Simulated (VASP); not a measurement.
Consider the following.

```
MgO
1.0
    0.00000     2.08926     2.08926
    2.08926     0.00000     2.08926
    2.08926     2.08926     0.00000
Mg O
1 1
Direct
  0.00000   0.00000   0.00000
  0.50000   0.50000   0.50000
```

Calculation: optB86b-vdW, VASP's PBE PAW potentials (set 64) (plane waves; VASP 6.6.1). Run with 520 eV cut-off, 11×11×11 Γ-centred mesh, Gaussian smearing of 0.050 eV, potentials Mg O.

Problem. Give the stress tensor in GPa (positive for a compressed cell).

Solution. 
```
5.18  0.00  0.00
0.00  5.18  0.00
0.00  0.00  5.18
```
The pressure is its mean diagonal, 5.18 GPa.

The compound is MgO in the rock salt structure. This cell is one point of a volume scan, at 0.97 of the reference volume.
